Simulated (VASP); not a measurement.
Input:

```
CELL_PARAMETERS angstrom
      0.00000     1.76792     1.76792
      1.76792     0.00000     1.76792
      1.76792     1.76792     0.00000
ATOMIC_POSITIONS crystal
  C  0.00000 0.00000 0.00000
  C  0.25000 0.25000 0.25000
```

Method: LDA (Ceperley-Alder, Perdew-Zunger), VASP's LDA PAW potentials (set 64) (plane waves; VASP 6.6.1). Run with 520 eV cut-off, 11×11×11 Γ-centred mesh, Gaussian smearing of 0.050 eV, potentials C.

### Question
Estimate the energy per atom (σ→0).

### Answer

energy per atom (σ→0): -10123 meV/atom

The compound is C in the diamond structure. It was relaxed first. The start is the result of an earlier pass.
